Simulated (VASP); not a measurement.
An input for Quantum ESPRESSO's pw.x (written as the equivalent of a VASP run, and not itself run):

```
&CONTROL
  calculation = 'vc-relax'
  pseudo_dir = './pseudo'
  outdir = './out'
  tprnfor = .true.
  tstress = .true.
  nstep = 60
  forc_conv_thr = 0.00078
/
&SYSTEM
  ibrav = 0
  nat = 4
  ntyp = 2
  ecutwfc = 92
  occupations = 'smearing'
  smearing = 'methfessel-paxton'
  degauss = 0.00735
  input_dft = 'pbe'
/
&ELECTRONS
  conv_thr = 7.3e-08
  electron_maxstep = 100
/
&IONS
/
&CELL
/
ATOMIC_SPECIES
  Cu 63.546 Cu.upf
  Au 196.967 Au.upf
CELL_PARAMETERS angstrom
     3.7861630    0.0000000   -0.0000000
     0.0000000    3.7861630   -0.0000000
     0.0000000   -0.0000000    3.7861630
ATOMIC_POSITIONS crystal
  Cu   0.0000000  0.5000000  0.5000000
  Cu   0.5000000  0.0000000  0.5000000
  Cu   0.5000000  0.5000000  0.0000000
  Au   0.0000000  0.0000000  0.0000000
K_POINTS automatic
  7 7 7 0 0 0
```

Problem. Translate this input to VASP (INCAR, KPOINTS, POSCAR, choice of POTCAR).

Solution. One answer among several that fit: 
INCAR:
```
# general
SYSTEM =Cu3Au
PREC   =Accurate
ENCUT  =480
LREAL  =F
LASPH  =T

# electronic loop
EDIFF  =1E-6
NELM   =100
ALGO   =Normal
LMAXMIX=6

# smearing
ISMEAR =1
SIGMA  =0.1

# functional
GGA    =PE

# ions
IBRION =2
NSW    =60
ISIF   =3
EDIFFG =-0.02

# output
LWAVE  =F
LCHARG =F
```

File KPOINTS:
```
kpoints
0
gamma
 7 7 7
0 0 0
```

### POSCAR
```
Cu3Au
1.0
  3.7861629595   0.0000000000   0.0000000000
  0.0000000000   3.7861629595   0.0000000000
  0.0000000000   0.0000000000   3.7861629595
Cu Au
3 1
Cart
  0.0000000000   1.8930814797   1.8930814797
  1.8930814797   0.0000000000   1.8930814797
  1.8930814797   1.8930814797   0.0000000000
  0.0000000000   0.0000000000   0.0000000000
```

POTCAR, in this order: Cu Au (PBE.64 set). Program: vasp_std.

The two are equivalent in intent, not identical: the potentials are each code's own (VASP's PAW set, PseudoDojo norm-conserving files in pw.x), so ENCUT and ecutwfc are chosen apart and not converted; conv_thr bounds pw.x's estimated SCF error, while EDIFF bounds the energy change between steps; forc_conv_thr acts on force components and is met together with etot_conv_thr.

The compound is Cu3Au in the L1_2 structure. This run relaxes it. Symmetry was kept, so distortions that lower it aren't found. The start is the result of an earlier pass.
